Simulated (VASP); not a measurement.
Input:

```yaml
crystal:
  lattice:
    - [1.23291, -2.13546, 0.00000]
    - [1.23291, 2.13546, 0.00000]
    - [0.00000, 0.00000, 7.94497]
  atoms:
    - { symbol: C, position: [0.00000, 0.00000, 0.25000] }
    - { symbol: C, position: [0.00000, 0.00000, 0.75000] }
    - { symbol: C, position: [0.33333, 0.66667, 0.25000] }
    - { symbol: C, position: [0.66667, 0.33333, 0.75000] }
```

All values below come from PW91 GGA, VASP's PBE PAW potentials (set 64) (plane waves; VASP). Settings: 520 eV cut-off, 11×11×3 Γ-centred mesh, tetrahedra with Blöchl corrections, potentials C.

The cores are frozen, which limits the accuracy of field gradients. Without a dispersion term in the relaxation, distances and binding between the weakly bound layers, chains or molecules are unreliable, and so is what depends on them.

Problem. Give the principal components of the electric field gradient (V/Å²) and the asymmetry η at each nucleus.

Solution. 
```csv
atom,Vxx,Vyy,Vzz,η
C1,-15.7,-15.7,31.4,0.00
C2,-15.7,-15.7,31.4,0.00
C3,-15.6,-15.6,31.2,0.00
C4,-15.6,-15.6,31.2,0.00
```

The compound is C in the graphite structure. It was relaxed first, which changed the volume by +19 %.
